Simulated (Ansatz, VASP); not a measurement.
## Mg3SeS2 in VASP and in Ansatz

```
Mg Se S
1.0
     0.00000    5.01739    6.36777
     2.67638    0.00000    6.36777
     2.67638    5.01739    0.00000
Mg Se S
3 1 2
Cartesian
  2.6764 5.0174 2.6496
  2.6764 5.0174 10.0859
  2.6764 5.0174 6.3678
  0.0000 0.0000 0.0000
  2.6764 2.5247 6.3678
  2.6764 7.5101 6.3678
```

Alike in both runs: functional PBE; k mesh 4 × 4 × 4; occupations gaussian, width 0.1 eV; no spin polarisation.

Ansatz relaxed the structure, and its values are those at the end. VASP's run is a single point on that final structure, the one shown.

```csv
,VASP,Ansatz
version,VASP 6.6.1,Ansatz 0.2.0
potentials or method,"VASP PAW PBE potentials, release 64 (Mg, Se, S)","scalar-relativistic, plane waves, PAW"
plane-wave cutoff (eV),520,420
valence electrons in the cell,24,58
```

Ansatz gave:

| Item | Value |
| --- | --- |
| gap on the k mesh at the Fermi level (eV) | none |
| pressure (GPa) | 0.0 |
| rms of the force components (eV/Å) | 0.008 |

Question: What did VASP give for the same quantities?

Answer: gap on the k mesh at the Fermi level (eV): none; pressure (GPa): -0.1; rms of the force components (eV/Å): 0.009.

A gap of «none» marks a metal or a gap that the smearing closes. The two sets of potentials don't hold the same shells in valence.
